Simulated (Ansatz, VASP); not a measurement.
## GaHNF (F-GaN-H chair monolayer): VASP beside Ansatz

Wanted: the spread between two codes on one cell, functional and k mesh. Of the first pair: The structure shown is the start of the Ansatz relaxation below; VASP solves that cell, so the two are compared at the walk's first step.

Calculated with Ansatz 0.2.0; plane waves, with VASP 6.6.1 beside it; single point at PBE with D3(BJ).

### 1. Starting point

The cell holds 4 atoms: 1 H, 1 N, 1 Ga and 1 F. Its edges and angles: a = 3.184 Å, b = 3.185 Å, c = 37.953 Å, α = 90.0°, β = 90.0°, γ = 120.0°. Vacuum lies along c.

### 2. Ansatz: relaxation, PBE with D3(BJ)

Ansatz runs on its PAW soft_1 files.

The two programs are compared at the cell with which this relaxation starts, whose forces are those of its first step.

The input, input.yaml:

```yaml
crystal:
  lattice:
    - [3.1845, 0.0, 0.0]
    - [-1.59225, 2.7578578984, 0.0]
    - [0.0, 0.0, 37.9533333354]
  atoms:
    - { symbol: H, position: [0.6666666667, 0.3333333333, 0.4545055331] }
    - { symbol: "N", position: [0.6666666667, 0.3333333333, 0.4813806429] }
    - { symbol: Ga, position: [0.3333333333, 0.6666666667, 0.498331284] }
    - { symbol: F, position: [0.3333333333, 0.6666666667, 0.5454944669] }
  periodic: [true, true, false]
kpoints:
  mp_grid: { grid: [12, 12, 1] }
hamiltonian:
  xc: pbe
  dispersion: d3bj
  pseudopotentials: { kind: paw, azcp: { folder: soft_1 } }
scf:
  occupations: { method: fermi_dirac, width: 0.05 }
  convergence: { dr2_threshold: 1.0e-09 }
relax:
  f_tol: 0.004
  max_steps: 90
  cell: {}
output:
  write_potential: true
  write_density: true
  volumetric_format: npy
```

Launch:

```bash
> ansatz run input.yaml --threads 2 --pin off --max-ram 3072MiB --backend cpu --events-out ev --progress --plain --runs-dir out
```

Numbers of over 12 decimals in the logs are rounded to 6 here.

Log:

```text
Warning: relax.cell: scf.convergence.dr2_threshold = 1e-9 eV is looser than the 2.21004026171e-10 eV advised for a relaxation that steers and ends on the stress (1e-10 eV for each atom of the cell: 4, times the square of relax.cell.stress_2d_tol = 0.05 N/m over 13.5 Å (the atoms' height at the walk's start and 5 Å past either face), 3.717e-2 GPa, over a crystal's default 0.05). What an SCF threshold leaves in a stress goes as its square root, and in the free energy as the threshold itself, and one threshold admits the most on a small cell: [figures from the program's tests cut] Set scf.convergence.dr2_threshold to 2.21004026171e-10 eV or tighter. [rest of the remark cut]
Engine: ansatz 0.2.0, aarch64-unknown-linux-gnu
Pseudopotentials: kind: paw
Pseudopotential: H, paw, valence charge 1, recommended cutoff 420 eV (normal), soft_1/H.paw.azcp
Pseudopotential: N, paw, valence charge 5, recommended cutoff 420 eV (normal), soft_1/N.paw.azcp
Pseudopotential: Ga, paw, valence charge 13, recommended cutoff 420 eV (normal), soft_1/Ga.paw.azcp
Pseudopotential: F, paw, valence charge 7, recommended cutoff 420 eV (normal), soft_1/F.paw.azcp
Functional definition: PBE
  parameter kappa = 0.804
  parameter beta = 0.066725
  exchange = pbe_x(kappa = kappa, mu = beta*pi^2/3)
  correlation = pbe_c(beta = beta)
Crystal: 4 atoms, lattice volume = 333.321 Å³
Basis set: ecut = 420 eV, 6547 PW (Γ), exchange–correlation on 48×48×512 points (8 copies of the dense FFT grid, shifted against one another)
Bands: 17, of which v1, the nominal top of the filled ones, is band 13 counted from 1 (12 counted from 0)
Symmetry: 6 space group operations
Space group: P3m1 (ITA 156), of the structure as read, at distance tolerance 6.9e-5 Å
k-points: 19 of 144 (time reversal used)
Non-local potential: H, projectors of the file, l = 0: 2, l = 1: 1
Non-local potential: N, projectors of the file, l = 0: 2, l = 1: 2, l = 2: 1
Non-local potential: Ga, projectors of the file, l = 0: 2, l = 1: 2, l = 2: 3, l = 3: 1
Non-local potential: F, projectors of the file, l = 0: 2, l = 1: 2, l = 2: 1
PAW form: soft (Blöchl's): semilocal exchange-correlation on the pseudo side does not see the compensation charge
PAW one-centre angular grid: H, 110 points (default); XC on 64 Gauss nodes
PAW one-centre angular grid: N, 110 points (default); XC on 64 Gauss nodes
PAW one-centre angular grid: Ga, 590 points (default); XC on 64 Gauss nodes
PAW one-centre angular grid: F, 110 points (default); XC on 64 Gauss nodes
Initial density: superposition of atomic densities (neutral atoms: chi_scale 0, normalization atom)
Initial wavefunctions: pseudopotential atomic-orbital guess
Functional: x = pbe(κ = 0.804, μ = 0.219515), c = pbe(β = 0.066725)
SCF iter   1: F=—  HF=-4996.112440 eV  |F-HF|=—  |Δ(HF+E_count)|=         —  Δρ=5.37e-2  dr2=1.15e1  ethr=3.10e-3  ⟨swp⟩=10.3  Hψ=2351  notcnv=0
preconditioner: auto → Resta (q_TF=auto, 1.783 Å⁻¹)  ε∞=1.4  [insulator: Δε(μ)=5.352 eV  Ē_g=17.170 eV  σ=0.050 eV  W_gap=1.00  n_scr=20 (ndim 8)  ℏωp=10.4 eV  f_vac=0.830  D(μ)=0.00/eV (n_scr^D=0)  ε∞_Penn≈1.4  vacuum switching on, ρ_ref=2.1e-2 e/Å³]
SCF iter   2: F=—  HF=-4993.194046 eV  |F-HF|=—  |Δ(HF+E_count)|=    2.92e0  Δρ=3.47e-2  dr2=2.36e0  ethr=3.10e-3  ⟨swp⟩=5.9  Hψ=1141  notcnv=0  defer=1
SCF iter   3: F=—  HF=-4992.731338 eV  |F-HF|=—  |Δ(HF+E_count)|=   4.63e-1  Δρ=1.14e-2  dr2=4.25e-1  ethr=3.10e-3  ⟨swp⟩=4.1  Hψ=985  notcnv=0
SCF iter   4: F=—  HF=-4992.670067 eV  |F-HF|=—  |Δ(HF+E_count)|=   6.13e-2  Δρ=7.46e-3  dr2=1.41e-1  ethr=1.64e-3  ⟨swp⟩=4.8  Hψ=790  notcnv=0
SCF iter   5: F=—  HF=-4992.645401 eV  |F-HF|=—  |Δ(HF+E_count)|=   2.47e-2  Δρ=1.41e-3  dr2=1.25e-2  ethr=5.43e-4  ⟨swp⟩=4.6  Hψ=768  notcnv=0  defer=4
SCF iter   6: F=—  HF=-4992.643068 eV  |F-HF|=—  |Δ(HF+E_count)|=   2.33e-3  Δρ=4.15e-4  dr2=4.25e-4  ethr=4.79e-5  ⟨swp⟩=4.4  Hψ=728  notcnv=0  defer=1
SCF iter   7: F=—  HF=-4992.643072 eV  |F-HF|=—  |Δ(HF+E_count)|=   4.06e-6  Δρ=1.36e-4  dr2=3.72e-5  ethr=1.64e-6  ⟨swp⟩=2.8  Hψ=665  notcnv=0  defer=1
SCF iter   8: F=—  HF=-4992.643057 eV  |F-HF|=—  |Δ(HF+E_count)|=   1.45e-5  Δρ=5.16e-5  dr2=1.91e-5  ethr=1.43e-7  ⟨swp⟩=2.9  Hψ=663  notcnv=0  defer=1
SCF iter   9: F=—  HF=-4992.643054 eV  |F-HF|=—  |Δ(HF+E_count)|=   3.08e-6  Δρ=1.36e-5  dr2=8.72e-7  ethr=7.34e-8  ⟨swp⟩=2.6  Hψ=528  notcnv=0
[...]
basis re-selected at this cell: Δ(F+E_penalty+E_count) = -5.170e-3 eV, ΔP = +0.112 N/m vs the last step (what re-selecting the basis moved, of the pressure what is left beyond the Pulay correction that the steps carried, after the strain that the cell walked since its last selection, with what the two solves' SCF thresholds leave and, on support functions, any second-order correction that the steps lacked; it is no m [...]
Crystal: 4 atoms, lattice volume = 346.766 Å³
Basis set: ecut = 420 eV, 6895 PW (Γ), exchange–correlation on 48×48×512 points (8 copies of the dense FFT grid, shifted against one another)
iter 1 solved again at ethr=2.41e-7 eV; its pass at ethr=3.10e-3 eV (dr2=6.27e-5 eV) is discarded
[...]
preconditioner: auto → Resta (q_TF=auto, 1.772 Å⁻¹)  ε∞=1.5  [insulator: Δε(μ)=2.346 eV  Ē_g=14.698 eV  σ=0.050 eV  W_gap=1.00  n_scr=20 (ndim 8)  ℏωp=10.2 eV  f_vac=0.846  D(μ)=0.00/eV (n_scr^D=0)  ε∞_Penn≈1.5  vacuum switching on, ρ_ref=1.6e-2 e/Å³]
[...]
SCF 7 converged in 7 iterations: F = -4992.730199 eV  dr2 = 1.12e-10
relax step   7: F+E_penalty+E_count = -4992.73019935 eV  Δ(F+E_penalty+E_count) = +1.513e-4 eV  max|allowed force component| = 1.372e-3 eV/Å  Δτ_max = 0.0006 Å  P = +0.005 N/m  Ω = 346.766 Å³  energy of the carried Pulay correction = -2.240e-4 eV  fix = [c, alpha, beta]  reactions: c +0.000 N/m  (7 SCF iters, accepted)
[...]
SCF iter   1: F=—  HF=-4992.730002 eV  |F-HF|=—  |Δ(HF+E_count)|=         —  Δρ=2.42e-5  dr2=6.59e-8  ethr=7.95e-7  ⟨swp⟩=4.9  Hψ=3412  notcnv=0
eigensolver tolerance schedule: the retry pair's looser diagonalisation over-reported the residual by 3133.98 of it (diagonalisation noise at 4.10 of the residual, at the tolerance the schedule requests for it); recorded, not acted on — ethr = c·dr2/N_el stays at c = 1.0e-1
preconditioner: auto → Resta (q_TF=auto, 1.772 Å⁻¹)  ε∞=1.5  [insulator: Δε(μ)=2.349 eV  Ē_g=14.615 eV  σ=0.050 eV  W_gap=1.00  n_scr=20 (ndim 8)  ℏωp=10.2 eV  f_vac=0.846  D(μ)=0.00/eV (n_scr^D=0)  ε∞_Penn≈1.5  vacuum switching on, ρ_ref=1.5e-2 e/Å³]
SCF iter   2: F=—  HF=-4992.730229 eV  |F-HF|=—  |Δ(HF+E_count)|=   2.27e-4  Δρ=1.20e-5  dr2=2.54e-8  ethr=2.54e-10  ⟨swp⟩=4.2  Hψ=970  notcnv=0
SCF iter   3: F=—  HF=-4992.730368 eV  |F-HF|=—  |Δ(HF+E_count)|=   1.39e-4  Δρ=5.20e-6  dr2=1.05e-8  ethr=9.78e-11  ⟨swp⟩=3.4  Hψ=652  notcnv=0
SCF iter   4: F=—  HF=-4992.730422 eV  |F-HF|=—  |Δ(HF+E_count)|=   5.44e-5  Δρ=1.04e-6  dr2=1.35e-9  ethr=4.04e-11  ⟨swp⟩=3.1  Hψ=670  notcnv=0
iter 5 met the thresholds in force, and the SCF goes on: an eigenvalue changes by 13.64 meV, over its tolerance of 1.04 meV (output.eigenvalues, Limitations)
SCF iter   5: F=-4992.730427 eV  HF=-4992.730426 eV  |F-HF|=8.23e-7  |Δ(HF+E_count)|=   3.71e-6  Δρ=2.44e-7  dr2=3.50e-11  ethr=3.85e-12  ⟨swp⟩=16.6  Hψ=2946  notcnv=0
iter 6 met the thresholds in force, and the SCF goes on: an eigenvalue changes by 3.56 meV, over its tolerance of 1.01 meV (output.eigenvalues, Limitations)
SCF iter   6: F=-4992.730427 eV  HF=-4992.730427 eV  |F-HF|=1.01e-7  |Δ(HF+E_count)|=   7.22e-7  Δρ=7.24e-8  dr2=6.83e-12  ethr=1.00e-12  ⟨swp⟩=9.5  Hψ=2236  notcnv=0
Mixer restart at iter 6: flushing history
SCF iter   7: F=-4992.730427 eV  HF=-4992.730427 eV  |F-HF|=1.46e-11  |Δ(HF+E_count)|=   1.01e-7  Δρ=2.84e-8  dr2=6.46e-12  ethr=1.00e-12  ⟨swp⟩=8.3  Hψ=2083  notcnv=0
SCF 8 converged in 7 iterations: F = -4992.730427 eV  dr2 = 6.46e-12
relax step   8: F+E_penalty+E_count = -4992.73042686 eV  Δ(F+E_penalty+E_count) = -2.275e-4 eV  max|allowed force component| = 1.314e-3 eV/Å  Δτ_max = 0.0000 Å  P = +0.007 N/m  Ω = 346.766 Å³  fix = [c, alpha, beta]  reactions: c +0.000 N/m  stress off target by 7.39e-3 N/m on what of the cell is left free  SCF on the basis re-selected at this cell (its energy is not comparable with the rows above)  (7 SCF iters)
basis re-selected at this cell: Δ(F+E_penalty+E_count) = -2.275e-4 eV, ΔP = +0.002 N/m vs the last step (what re-selecting the basis moved, of the pressure what is left beyond the Pulay correction that the steps carried, after the strain that the cell walked since its last selection, with what the two solves' SCF thresholds leave and, on support functions, any second-order correction that the steps lacked; it is no m [...]
SCF converged after 7 iterations
an eigenvalue changed by more than its tolerance at an iteration that met the thresholds in force, so the SCF went on 2 times, its first undamped step at iteration 6: the last check found none over its tolerance
Free energy (F): -4992.730427 eV
Harris-Foulkes:  -4992.730427 eV  (|F-HF|=1.46e-11)
Internal energy: -4992.730427 eV  (E = F + TS)
E sigma→0 (E₀):  -4992.730427 eV
Fermi energy:    -6.126378 eV
--- Per-component energies (eV) ---
  E_band       = -415.422850
  E_kinetic    = 450.037326
  E_local      = -57857.550637  (includes V_loc(G=0)·N_el)
  E_nonlocal   = 33.618949
  E_hartree    = 28854.660072
  E_xc         = -206.588310
  E_vxc        = -238.929018  (∫ρ·V_xc dr)
  E_paw        = -2331.405364  (= ΣΔE_a)
  E_vpaw       = -511.920115  (= ΣTr[D̂ρ^β])
  E_aug_tail   = 0.000397  (compensation charges beyond the density's cutoff)
  E_ewald      = 26064.797831
  E_disp       = -0.300692  (pairwise vdW)
  E_smearing   = -0.000000  (= −TS)
  E_closure    = 0.000000  (closes the sum)
  Σ components = -4992.730427   (vs F -4992.730427, Δ=0.00e0)
--- Forces (eV/Å), atoms counted from 1 ---
  atom   1  H     -0.00000000     0.00000000    -0.00103870
  atom   2  N      0.00000000    -0.00000000     0.00131160
  atom   3  Ga     0.00000000    -0.00000000    -0.00093077
  atom   4  F     -0.00000000     0.00000000     0.00064668
  max |Σ_I F_I| component: 1.12e-5 eV/Å
--- 2D stress c σ (N/m, compression-positive) ---
        0.007387       0.000000       0.000000
        0.000000       0.007387       0.000000
        0.000000       0.000000       0.000000
  P = ½ c Tr σ = 0.0074 N/m
--- Band table (eV; the first three rows and the last of 19) ---
  k-point 0: bands = [... 9 lower, -8.0211, -8.0211, -7.3644, -7.3644, -5.0154 (-5.0154°), -3.5959 (-3.6391°?), -3.2632, -2.6553]
  k-point 1: bands = [... 9 lower, -8.3467, -8.1069, -7.5276, -7.3800, -4.7431 (-4.7431°), -3.4257, -3.0798, -2.4972]
  k-point 2: bands = [... 9 lower, -8.8939, -8.3347, -7.7690, -7.4194, -4.2119 (-4.2119°), -2.9865, -2.5800, -2.0393]
  k-point 18: bands = [... 9 lower, -11.0363, -9.0938, -8.1107, -8.0496, 0.2917, 0.5701, 0.5809, 0.7002]
  ° read free of the cell's end (the report's vacuum.weakly_bound_levels)
  °? not known for the slab's own: over its row's bound_up_to_ev there, or no deeper under its free states than its continued_xc_part_ev in size
--- Relaxed structure (6 steps of the walk, 6 accepted, 2 SCFs on fresh bases) ---
  F+E_penalty+E_count = -4992.73042686 eV   max|allowed force component| = 1.314e-3 eV/Å   (the final SCF, on the basis selected at the relaxed cell)
  cell:  # Å, volume = 346.7655 Å³
    - [3.248087, 4.706404797427427e-18, 0]
    - [-1.624044, 2.812926, 0]
    - [0, 0, 37.9533333354]
  atoms:
    - { symbol: H, position: [0.666667, 0.333333, 0.454422] }
    - { symbol: N, position: [0.666667, 0.333333, 0.481451] }
    - { symbol: Ga, position: [0.333333, 0.666667, 0.499106] }
    - { symbol: F, position: [0.333333, 0.666667, 0.544733] }
```

### 3. VASP: single point, PBE with D3(BJ), start cell, pair 1

The same cell, functional, mesh and smearing now go to VASP, with its own data sets.

Lines of VASP's logs that name or quote its potential files are left out, and so is its time.

The input, INCAR:

```
SYSTEM = GaHNF
PREC = Accurate
ENCUT = 520
EDIFF = 1E-06
NELM = 120
ISMEAR = -1
SIGMA = 0.05
LREAL = .FALSE.
ALGO = Normal
GGA = PE
IVDW = 12
NBANDS = 19
LORBIT = 11
LWAVE = .FALSE.
LCHARG = .FALSE.
ISIF = 2
LDIPOL = .TRUE.
IDIPOL = 3
DIPOL = 0.5 0.5 0.495
LVHAR = .TRUE.
LASPH = .TRUE.
GGA_COMPAT = .FALSE.
EFERMI = MIDGAP
NELMDL = -8
```

The input, POSCAR:

```
GaHNF
1.0
    3.1845000000      0.0000000000      0.0000000000
   -1.5922500000      2.7578580000      0.0000000000
    0.0000000000      0.0000000000     37.9533330000
H N Ga F
1 1 1 1
Direct
    0.6666666667      0.3333333333      0.4545055371
    0.6666666667      0.3333333333      0.4813806471
    0.3333333334      0.6666666666      0.4983312796
    0.3333333334      0.6666666666      0.5454944629
```

The input, KPOINTS:

```
Automatic mesh
0
Gamma
12 12 1
0 0 0
```

PAW data sets: H, N, Ga_d and F (PBE family, release 64).

Launch:

```bash
> mpirun -np 1 vasp_std
```

Log:

```text
[banner, memory and clock lines left out]
running    1 mpi-ranks, on    1 nodes
 distrk:  each k-point on    1 cores,    1 groups
 distr:  one band on    1 cores,    1 groups

 POSCAR found type information on POSCAR H N GaF
 POSCAR found :  4 types and       4 ions
 LDA part: xc-table for (Slater+PW92), standard interpolation
 POSCAR, INCAR and KPOINTS ok, starting setup
 FFT: planning ... GRIDC
 FFT: planning ... GRID_SOFT
 FFT: planning ... GRID
 WAVECAR not read
 entering main loop
       N       E                     dE             d eps       ncg     rms          rms(c)
DAV:   1     0.216394554273E+03    0.21639E+03   -0.10761E+04   850   0.107E+03
DAV:   2     0.150893006790E+02   -0.20131E+03   -0.18851E+03  1009   0.244E+02
DAV:   3    -0.224659993763E+02   -0.37555E+02   -0.37422E+02   856   0.116E+02
DAV:   4    -0.238896605770E+02   -0.14237E+01   -0.14214E+01  1079   0.291E+01
DAV:   5    -0.239043481464E+02   -0.14688E-01   -0.14678E-01   902   0.249E+00
DAV:   6    -0.239049581844E+02   -0.61004E-03   -0.61003E-03  1046   0.435E-01
DAV:   7    -0.239049636781E+02   -0.54937E-05   -0.54937E-05  1001   0.445E-02
DAV:   8    -0.239049638846E+02   -0.20653E-06   -0.20649E-06   901   0.853E-03    0.977E+00
DAV:   9    -0.205695769550E+02    0.33354E+01   -0.11944E+01  1135   0.479E+01    0.342E+00
DAV:  10    -0.204780806802E+02    0.91496E-01   -0.12348E+00   900   0.855E+00    0.268E+00
DAV:  11    -0.203052441538E+02    0.17284E+00   -0.37417E-01   966   0.683E+00    0.700E-01
DAV:  12    -0.202758776410E+02    0.29367E-01   -0.11705E-01  1006   0.414E+00    0.331E-01
DAV:  13    -0.202745735214E+02    0.13041E-02   -0.14568E-02  1031   0.928E-01    0.246E-01
DAV:  14    -0.202698714633E+02    0.47021E-02   -0.79068E-03   988   0.593E-01    0.122E-01
[...]
DAV:  22    -0.202697854650E+02   -0.50841E-04   -0.26870E-06   782   0.123E-02    0.355E-03
DAV:  23    -0.202698430848E+02   -0.57620E-04   -0.39736E-06   700   0.115E-02    0.336E-03
DAV:  24    -0.202698616627E+02   -0.18578E-04   -0.11610E-06   701   0.727E-03    0.990E-04
DAV:  25    -0.202698736185E+02   -0.11956E-04   -0.73641E-07   667   0.502E-03    0.130E-03
DAV:  26    -0.202698770753E+02   -0.34568E-05   -0.18582E-07   695   0.350E-03    0.399E-04
DAV:  27    -0.202698786923E+02   -0.16170E-05   -0.34497E-08   736   0.159E-03    0.117E-04
DAV:  28    -0.202698797541E+02   -0.10618E-05   -0.23088E-08   645   0.116E-03    0.173E-04
DAV:  29    -0.202698800714E+02   -0.31727E-06   -0.61598E-09   766   0.752E-04
   1 F= -.20583090E+02 E0= -.20583090E+02  d E =-.777843E-08
```

Parts of OUTCAR (step 3):

```text
ion  position               nearest neighbor table
   1  0.667  0.333  0.455-   2 1.02
   2  0.667  0.333  0.481-   1 1.02   3 1.95   3 1.95   3 1.95
   3  0.333  0.667  0.498-   4 1.79   2 1.95   2 1.95   2 1.95
   4  0.333  0.667  0.545-   3 1.79

  LATTYP: Found a hexagonal cell.
 ALAT       =     3.1845000000
 C/A-ratio  =    11.9181450777

 Subroutine GETGRP returns: Found  6 space group operations
 (whereof  6 operations were pure point group operations)

The static configuration has the point symmetry C_3v.

 Found     19 irreducible k-points:

   k-points           NKPTS =     19   k-points in BZ     NKDIM =     19   number of bands    NBANDS=     19

   dimension x,y,z NGX =    24 NGY =   24 NGZ =  288
   dimension x,y,z NGXF=    48 NGYF=   48 NGZF=  576

   ENCUT  =  520.0 eV  38.22 Ry    6.18 a.u.   5.92  5.92 70.57*2*pi/ulx,y,z

   NELECT =      26.0000    total number of electrons

 k-points in reciprocal lattice and weights: Automatic mesh
   0.00000000  0.00000000  0.00000000       0.007
   0.08333333  0.00000000  0.00000000       0.042
   0.16666667  0.00000000  0.00000000       0.042
   0.25000000  0.00000000  0.00000000       0.042
   0.33333333  0.00000000  0.00000000       0.042
   0.41666667  0.00000000  0.00000000       0.042
   0.50000000  0.00000000  0.00000000       0.021
   0.08333333  0.08333333  0.00000000       0.042
   0.16666667  0.08333333  0.00000000       0.083
[...]
0.33333333  0.25000000  0.00000000       0.083
   0.33333333  0.33333333  0.00000000       0.014

 dipolmoment           0.000000      0.000000      0.397315 electrons x Angstroem

 average (electrostatic) potential at core
       1 -45.0873       2 -74.1697       3 -74.6368       4 -81.9817

 E-fermi :  -4.9901

 k-point     1 :       0.0000    0.0000    0.0000
  band No.  band energies     occupation
    ...
      9      -7.8099      2.00000
     10      -7.1144      2.00000
     11      -7.1144      2.00000
     12      -5.8856      2.00000
     13      -5.8856      2.00000
     14      -4.2376      0.00000
     15      -2.9506      0.00000
     16      -2.6355      0.00000
     17      -2.1733      0.00000
     18      -1.5351      0.00000
    ...

 k-point     2 :       0.0833    0.0000    0.0000
  band No.  band energies     occupation
    ...
      9      -7.9228      2.00000
     10      -7.4480      2.00000
     11      -7.2168      2.00000
     12      -5.9921      2.00000
     13      -5.8945      2.00000
     14      -4.0006      0.00000
     15      -2.7989      0.00000
     16      -2.4479      0.00000
     17      -1.9846      0.00000
     18      -1.3659      0.00000
    ...

 k-point     3 :       0.1667    0.0000    0.0000
  band No.  band energies     occupation
    ...
      9      -8.7164      2.00000
     10      -7.6496      2.00000
     11      -7.4828      2.00000
     12      -6.2225      2.00000
     13      -5.9220      2.00000
     14      -3.5094      0.00000
     15      -2.3733      0.00000
     16      -1.9746      0.00000
     17      -1.4752      0.00000
     18      -0.8837      0.00000
    ...

 Edisp (eV)   -0.31321

  Total       1.59069     1.59069    -1.61805     0.00000     0.00000     0.00000
  in kB       7.64600     7.64600    -7.77747     0.00000     0.00000     0.00000
  external pressure =        2.50 kB  Pullay stress =        0.00 kB

  energy-cutoff  :      520.00
  volume of cell :      333.32
      direct lattice vectors                 reciprocal lattice vectors
     3.184500000  0.000000000  0.000000000     0.314021039  0.181300125  0.000000000
    -1.592250000  2.757858000  0.000000000     0.000000000  0.362600250  0.000000000
     0.000000000  0.000000000 37.953333000     0.000000000  0.000000000  0.026348147

 POSITION                                       TOTAL-FORCE (eV/Angst)
 -----------------------------------------------------------------------------------
      1.59225      0.91929     17.25000         0.000000      0.000000     -0.300356
      1.59225      0.91929     18.27000        -0.000000      0.000000     -0.408645
      0.00000      1.83857     18.91333         0.000000     -0.000000      2.023088
      0.00000      1.83857     20.70333         0.000000     -0.000000     -1.314088
 -----------------------------------------------------------------------------------
    total drift:                               -0.000001     -0.000002      0.002265

  FREE ENERGIE OF THE ION-ELECTRON SYSTEM (eV)
  ---------------------------------------------------
  free  energy   TOTEN  =       -20.5830903853 eV

  energy  without entropy=      -20.5830903775  energy(sigma->0) =      -20.58309038

 vacuum level on the upper side and lower side of the slab         5.193        -2.993

 total charge
# of ion       s       p       d       tot
------------------------------------------
    1        0.647   0.085   0.000   0.732
    2        1.227   2.611   0.000   3.839
    3        0.761   0.873  10.208  11.842
    4        1.747   4.289   0.000   6.036
--------------------------------------------------
tot          4.383   7.857  10.208  22.448

[... 3 further parts left out ...]
```

(Continued in part 2 of 2.)

[Lines on the potential files, build, host, timing and source positions are cut from VASP's logs without a mark.]

[Logs are printed without paths, hosts, clocks, repeated set-up lines and the standing remarks that a program may print on its own settings, such as how far it seeks lower states.]

[Hosts, paths, dates, database ids (printed as entryN), source tags and the programs' standing remarks are cut or masked in the printed files.]
